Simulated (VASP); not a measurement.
Output of a VASP run:

**OSZICAR**
```
       N       E                     dE             d eps       ncg     rms          rms(c)
DAV:   1     0.614112087968E+02    0.61411E+02   -0.68437E+03   208   0.129E+03
DAV:   2    -0.312372003456E+01   -0.64535E+02   -0.63340E+02   233   0.240E+02
DAV:   3    -0.715073591465E+01   -0.40270E+01   -0.40138E+01   258   0.607E+01
DAV:   4    -0.721090736293E+01   -0.60171E-01   -0.60165E-01   213   0.799E+00
DAV:   5    -0.721296961082E+01   -0.20622E-02   -0.20622E-02   290   0.131E+00    0.329E+00
DAV:   6    -0.715923987731E+01    0.53730E-01   -0.84226E-02   282   0.489E+00    0.202E+00
DAV:   7    -0.714474238647E+01    0.14497E-01   -0.56208E-02   248   0.199E+00    0.394E-01
DAV:   8    -0.714619824950E+01   -0.14559E-02   -0.60323E-03   234   0.104E+00    0.989E-02
DAV:   9    -0.714687051845E+01   -0.67227E-03   -0.96658E-04   213   0.298E-01    0.408E-02
DAV:  10    -0.714691704994E+01   -0.46531E-04   -0.54318E-05   258   0.537E-02    0.112E-02
DAV:  11    -0.714695334820E+01   -0.36298E-04   -0.52311E-05   213   0.487E-02    0.654E-03
DAV:  12    -0.714695433965E+01   -0.99145E-06   -0.14793E-06   214   0.872E-03
   1 F= -.71469543E+01 E0= -.71469233E+01  d E =-.621659E-04
```

**OUTCAR**
```
------------------------ aborting loop because EDIFF is reached ----------------------------------------
  FORCE on cell =-STRESS in cart. coord.  units (eV):
  Direction    XX          YY          ZZ          XY          YZ          ZX
  --------------------------------------------------------------------------------------
  Total        1.0657259      1.0657259      1.0657259     -0.0000000      0.0000000     -0.0000000
  in kB       30.0903060     30.0903060     30.0903060     -0.0000000      0.0000000     -0.0000000
  external PRESSURE =      30.0903060 kB  Pullay stress =       0.0000000 kB
  volume of cell :       56.75
      direct lattice vectors                 reciprocal lattice vectors
     0.000000000  3.050000000  3.050000000    -0.163934426  0.163934426  0.163934426
     3.050000000  0.000000000  3.050000000     0.163934426 -0.163934426  0.163934426
     3.050000000  3.050000000  0.000000000     0.163934426  0.163934426 -0.163934426
  FREE ENERGIE OF THE ION-ELECTRON SYSTEM (eV)
  ---------------------------------------------------
  free  energy   TOTEN  =        -7.1469543396 eV

  energy  without entropy=       -7.1468921738  energy(sigma->0) =       -7.14692326
```
(Selected blocks of OUTCAR.)

**POSCAR**
```
GaSb
1
    0.0000000000     3.0500000000     3.0500000000
    3.0500000000     0.0000000000     3.0500000000
    3.0500000000     3.0500000000     0.0000000000
Ga Sb
1 1
Direct
  0.0000000000   0.0000000000   0.0000000000
  0.2500000000   0.2500000000   0.2500000000
```

Question: Write an INCAR and KPOINTS that could have produced this output.

Answer: Several could match; the one computed here: the input of the run itself, PBE GGA, plane waves, VASP's PBE PAW potentials (set 64).

**INCAR**
```
SIGMA  =  0.01   ! width (eV)
LMAXMIX  =  4   ! l cut-off of mixed one-centre charges
SYSTEM  =  GaSb
NELM  =  100   ! most electronic steps
PREC  =  Accurate
ENCUT  =  300
LWAVE  =  .FALSE.
LREAL  =  .FALSE.   ! projection in real space or not
LCHARG  =  .FALSE.
ALGO  =  Normal
ISIF  =  2   ! forces and stress, cell fixed
EDIFF  =  1E-6   ! SCF stop (eV)
LASPH  =  .TRUE.   ! aspherical one-centre terms
GGA  =  PE   ! PBE
ISMEAR  =  -1   ! Fermi-Dirac
```

**KPOINTS**
```
Regular mesh
0
G
4 4 4
```

POTCAR, in this order: Ga_d Sb (PBE.64 set). Program: vasp_std.

At this cut-off the stress carries a Pulay error, which pulls relaxed volumes low.

The structure is a typed GaSb crystal (F-43m). The cell was not relaxed at this level. The k-mesh is coarse (spacing up to 0.45 per Å, 2π included), so the numbers may not be converged in it. The run is one of a series of settings (KPOINTS 4×4×4 Γ-centred mesh against the base run), some of them coarse on purpose.
